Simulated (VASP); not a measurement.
Calculation: PBE GGA, VASP's PBE PAW potentials (set 64) (plane waves; VASP).

Input for VASP

INCAR:
```
ALGO = Normal
EDIFF = 1E-6
EDIFFG = -0.01
ENCUT = 520
GGA = PE
IBRION = 2
ISIF = 3
ISMEAR = 0
LASPH = .TRUE.
LCHARG = .FALSE.
LMAXMIX = 4
LREAL = .FALSE.
LWAVE = .FALSE.
NELM = 100
NSW = 60
PREC = Accurate
SIGMA = 0.05
SYSTEM = CdSe
```

KPOINTS:
```
Automatic mesh
0
Gamma
7 7 7
0 0 0
```

### POSCAR
```
CdSe
1
    0.0000000000     3.1030200861     3.1030200861
    3.1030200861     0.0000000000     3.1030200861
    3.1030200861     3.1030200861     0.0000000000
Cd Se
1 1
Direct
  0.0000000000   0.0000000000   0.0000000000
  0.2500000000   0.2500000000   0.2500000000
```

POTCAR, in this order: Cd Se (PBE.64 set). Program: vasp_std.

What VASP printed:

### OUTCAR
```
 ion  position               nearest neighbor table
   1  0.000  0.000  0.000-   2 2.69   2 2.69   2 2.69   2 2.69
   2  0.250  0.250  0.250-   1 2.69   1 2.69   1 2.69   1 2.69
  LATTYP: Found a face centered cubic cell.
 ALAT       =     6.2060401722
 Subroutine PRICEL returns:
 Original cell was already a primitive cell.
 Subroutine GETGRP returns: Found 24 space group operations
The static configuration has the point symmetry T_d .
The dynamic configuration has the point symmetry T_d .
 Subroutine INISYM returns: Found 24 space group operations
 Subroutine IBZKPT returns following result:
 Found     20 irreducible k-points:

 Following reciprocal coordinates:
            Coordinates               Weight
  0.000000  0.000000  0.000000      1.000000
  0.142857  0.000000  0.000000      8.000000
  0.285714  0.000000  0.000000      8.000000
  0.428571  0.000000  0.000000      8.000000
  0.142857  0.142857  0.000000      6.000000
  0.285714  0.142857  0.000000     24.000000
  0.428571  0.142857  0.000000     24.000000
 -0.428571  0.142857  0.000000     24.000000
 -0.285714  0.142857  0.000000     24.000000
...
```

### OSZICAR
```
       N       E                     dE             d eps       ncg     rms          rms(c)
DAV:   1     0.109577415243E+03    0.10958E+03   -0.89641E+03   520   0.124E+03
DAV:   2    -0.102693686513E+01   -0.11060E+03   -0.10557E+03   605   0.291E+02
DAV:   3    -0.585843137603E+01   -0.48315E+01   -0.48198E+01   605   0.630E+01
DAV:   4    -0.588445444436E+01   -0.26023E-01   -0.26019E-01   600   0.465E+00
DAV:   5    -0.588461292830E+01   -0.15848E-03   -0.15848E-03   600   0.329E-01    0.572E+00
DAV:   6    -0.551747447975E+01    0.36714E+00   -0.70025E-01   659   0.105E+01    0.454E+00
DAV:   7    -0.549739954719E+01    0.20075E-01   -0.15684E-01   570   0.298E+00    0.202E+00
DAV:   8    -0.549821819249E+01   -0.81865E-03   -0.13603E-02   545   0.170E+00    0.235E-01
DAV:   9    -0.549838600846E+01   -0.16782E-03   -0.19334E-03   615   0.632E-01    0.479E-02
DAV:  10    -0.549846235815E+01   -0.76350E-04   -0.22270E-04   555   0.212E-01    0.463E-02
DAV:  11    -0.549851166102E+01   -0.49303E-04   -0.88450E-05   520   0.734E-02    0.150E-02
DAV:  12    -0.549851021145E+01    0.14496E-05   -0.74472E-06   615   0.382E-02    0.468E-03
DAV:  13    -0.549851097701E+01   -0.76555E-06   -0.24659E-06   527   0.111E-02
   1 F= -.54985110E+01 E0= -.54985110E+01  d E =-.549851E+01
```

### OUTCAR
```
------------------------ aborting loop because EDIFF is reached ----------------------------------------
  FORCE on cell =-STRESS in cart. coord.  units (eV):
  Direction    XX          YY          ZZ          XY          YZ          ZX
  --------------------------------------------------------------------------------------
  Total        0.0104019      0.0104019      0.0104019     -0.0000000      0.0000000      0.0000000
  in kB        0.2788950      0.2788950      0.2788950     -0.0000000      0.0000000      0.0000000
  external PRESSURE =       0.2788950 kB  Pullay stress =       0.0000000 kB
  volume of cell :       59.76
      direct lattice vectors                 reciprocal lattice vectors
     0.000000000  3.103020086  3.103020086    -0.161133343  0.161133343  0.161133343
     3.103020086  0.000000000  3.103020086     0.161133343 -0.161133343  0.161133343
     3.103020086  3.103020086  0.000000000     0.161133343  0.161133343 -0.161133343
  FREE ENERGIE OF THE ION-ELECTRON SYSTEM (eV)
  ---------------------------------------------------
  free  energy   TOTEN  =        -5.4985109770 eV

  energy  without entropy=       -5.4985109770  energy(sigma->0) =       -5.49851098

 reached required accuracy - stopping structural energy minimisation
```
(Selected blocks of OUTCAR.)

### OUTCAR
```
 val. band max:        0.4818745832   @ k =   0.0000   0.0000   0.0000

 cond. band min:       0.9644569417   @ k =   0.0000   0.0000   0.0000


 Fermi energy:         0.6904879379

 k-point     1 :       0.0000    0.0000    0.0000
  band No.  band energies     occupation
      1     -11.7908      2.00000
      2      -7.2696      2.00000
      3      -7.2696      2.00000
      4      -7.2696      2.00000
      5      -6.9567      2.00000
      6      -6.9567      2.00000
      7       0.4819      2.00000
      8       0.4819      2.00000
      9       0.4819      2.00000
     10       0.9645      0.00000
     11       6.4080      0.00000
     12       6.4080      0.00000
     13       6.4080      0.00000

 k-point     2 :       0.1429    0.0000    0.0000
  band No.  band energies     occupation
      1     -11.7311      2.00000
      2      -7.2511      2.00000
      3      -7.2511      2.00000
      4      -7.2108      2.00000
      5      -6.9573      2.00000
      6      -6.9573      2.00000
      7      -0.8859      2.00000
      8       0.3402      2.00000
      9       0.3402      2.00000
     10       2.0999      0.00000
     11       6.1561      0.00000
     12       6.6427      0.00000
     13       6.6427      0.00000

 k-point     3 :       0.2857    0.0000    0.0000
  band No.  band energies     occupation
      1     -11.5952      2.00000
      2      -7.2147      2.00000
      3      -7.2147      2.00000
      4      -7.0179      2.00000
      5      -6.9523      2.00000
      6      -6.9523      2.00000
      7      -2.3845      2.00000
      8       0.0522      2.00000
      9       0.0522      2.00000
     10       2.7448      0.00000
     11       6.5581      0.00000
     12       6.9345      0.00000
     13       6.9345      0.00000

 k-point     4 :       0.4286    0.0000    0.0000
  band No.  band energies     occupation
      1     -11.4852      2.00000
      2      -7.1928      2.00000
      3      -7.1928      2.00000
...
```

The compound is CdSe in the zinc blende structure, whereas wurtzite is the usual form. It was relaxed first, which changed the volume by +8 %. The start is the result of an earlier pass.
